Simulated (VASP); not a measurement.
Collinear spin orders of Fe (bcc), each at the geometry relaxed in the ferromagnetic state (one order's cell is shown).

Consider the following.

```xyz
1
Lattice="-1.4274 1.4274 1.4274 1.4274 -1.4274 1.4274 1.4274 1.4274 -1.4274" Properties=species:S:1:pos:R:3 pbc="T T T"
Fe     0.0000     0.0000     0.0000
```
Starting moments (μB, in the order of the record's atoms Fe): 2.7.

These are r2SCAN meta-GGA, VASP's PBE PAW potentials (set 64) (plane waves; VASP 6.6.1) values and carry that method's errors. Run with 400 eV cut-off, 18×18×18 Γ-centred mesh, Gaussian smearing of 0.050 eV, potentials Fe.

The cells have different k-meshes, which leaves a few meV/atom of noise.

Question: Which of these orders lies lowest, and by how much: moments alternating along a1 (doubled cell); moments alternating along all three axes; ferromagnetic?

Answer: The order «ferromagnetic» lies lowest, by 366.4 meV/atom.
```
order                                        energy over the lowest (meV/atom)  largest site moment (μB)
-------------------------------------------  ---------------------------------  ------------------------
moments alternating along a1 (doubled cell)                              366.4                      2.57
moments alternating along all three axes                                 742.2                      2.66
ferromagnetic                                                              0.0                      2.69
```

The compound is Fe in the bcc structure. It was relaxed first.
